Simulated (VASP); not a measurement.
Calculation: PBEsol GGA, VASP's PBE PAW potentials (set 64) (plane waves; VASP 6.6.1).

VASP input:

File POSCAR:
```
SiO2
1.0
  2.4764094361  -4.2892670812   0.0000000000
  2.4764094361   4.2892670812   0.0000000000
  0.0000000000   0.0000000000   5.4444296034
Si O
3 6
direct
  0.0000000000   0.4699249820   0.3333330000
  0.5300750180   0.5300750180   0.0000000000
  0.4699249820   0.0000000000   0.6666670000
  0.2672402983   0.4125802067   0.2145346247
  0.5874197933   0.8546600916   0.8812016247
  0.7327597017   0.1453399084   0.4521313753
  0.8546600916   0.5874197933   0.1187983753
  0.4125802067   0.2672402983   0.7854653753
  0.1453399084   0.7327597017   0.5478686247
```

### KPOINTS
```
k-points along high-symmetry lines
10
Line-mode
Reciprocal
  0.000000   0.000000   0.000000 ! GAMMA
  0.500000  -0.000000   0.000000 ! M

  0.500000  -0.000000   0.000000 ! M
  0.333333   0.333333   0.000000 ! K

  0.333333   0.333333   0.000000 ! K
  0.000000   0.000000   0.000000 ! GAMMA

  0.000000   0.000000   0.000000 ! GAMMA
  0.000000   0.000000   0.500000 ! A

  0.000000   0.000000   0.500000 ! A
  0.500000  -0.000000   0.500000 ! L

  0.500000  -0.000000   0.500000 ! L
  0.333333   0.333333   0.500000 ! H

  0.333333   0.333333   0.500000 ! H
  0.000000   0.000000   0.500000 ! A

  0.500000  -0.000000   0.500000 ! L
  0.500000  -0.000000   0.000000 ! M

  0.333333   0.333333   0.500000 ! H
  0.333333   0.333333   0.000000 ! K
```

INCAR:
```
ALGO  =  Normal
EDIFF  =  1E-7
ENCUT  =  520
GGA  =  PS
ICHARG  =  11
ISMEAR  =  0
LASPH  =  .TRUE.
LCHARG  =  .FALSE.
LORBIT  =  11
LREAL  =  .FALSE.
LWAVE  =  .FALSE.
NELM  =  100
PREC  =  Accurate
SIGMA  =  0.05
SYSTEM  =  SiO2
```

POTCAR, in this order: Si O (PBE.64 set). Program: vasp_std. Read from the step before: CHGCAR.

Output

### OSZICAR
```
       N       E                     dE             d eps       ncg     rms          rms(c)
DAV:   1     0.289907832944E+03    0.28991E+03   -0.24931E+04  5220   0.152E+03
DAV:   2    -0.550279423884E+02   -0.34494E+03   -0.33550E+03  7054   0.321E+02
DAV:   3    -0.737049715475E+02   -0.18677E+02   -0.18607E+02  6115   0.846E+01
DAV:   4    -0.739802911694E+02   -0.27532E+00   -0.27479E+00  6403   0.109E+01
DAV:   5    -0.739853486731E+02   -0.50575E-02   -0.50555E-02  5965   0.144E+00
DAV:   6    -0.739855285072E+02   -0.17983E-03   -0.17981E-03  6672   0.235E-01
DAV:   7    -0.739855315681E+02   -0.30609E-05   -0.30607E-05  5970   0.323E-02
DAV:   8    -0.739855316986E+02   -0.13052E-06   -0.13052E-06  5624   0.541E-03
DAV:   9    -0.739855317037E+02   -0.51186E-08   -0.50637E-08  3926   0.109E-03
   1 F= -.73985532E+02 E0= -.73985532E+02  d E =-.829419E-17
```

OUTCAR:
```
 val. band max:        0.8463192530   @ k =   0.3333   0.3333   0.0000

 cond. band min:       6.5489402375   @ k =   0.0000   0.0000   0.0000



 k-point     1 :       0.0000    0.0000    0.0000
  band No.  band energies     occupation
      1     -18.4124      2.00000
      2     -16.9058      2.00000
      3     -16.9057      2.00000
      4     -16.2671      2.00000
      5     -16.2452      2.00000
      6     -16.2451      2.00000
      7      -7.3672      2.00000
      8      -7.3671      2.00000
      9      -4.5420      2.00000
     10      -4.5328      2.00000
     11      -4.3405      2.00000
     12      -4.3405      2.00000
     13      -2.0513      2.00000
     14      -2.0512      2.00000
     15      -1.8290      2.00000
     16      -1.5832      2.00000
     17      -0.6186      2.00000
     18      -0.6186      2.00000
     19      -0.5964      2.00000
     20      -0.1505      2.00000
     21      -0.1505      2.00000
     22       0.1601      2.00000
     23       0.5325      2.00000
     24       0.5325      2.00000
     25       6.5489      0.00000
     26       9.8757      0.00000
     27       9.8758      0.00000
     28      10.3196      0.00000
     29      10.3196      0.00000

 k-point     2 :       0.0556    0.0000    0.0000
  band No.  band energies     occupation
      1     -18.4033      2.00000
      2     -16.9159      2.00000
      3     -16.9045      2.00000
      4     -16.2714      2.00000
      5     -16.2472      2.00000
      6     -16.2442      2.00000
      7      -7.3719      2.00000
      8      -7.3460      2.00000
      9      -4.5408      2.00000
     10      -4.5388      2.00000
     11      -4.3564      2.00000
     12      -4.3200      2.00000
     13      -2.0740      2.00000
     14      -2.0447      2.00000
     15      -1.8250      2.00000
     16      -1.5551      2.00000
     17      -0.6524      2.00000
     18      -0.6216      2.00000
     19      -0.5986      2.00000
     20      -0.1591      2.00000
...
```

The density is held fixed in this step, so its total energy and stress have no physical meaning.

The compound is SiO2 in the quartz structure. It was relaxed first.
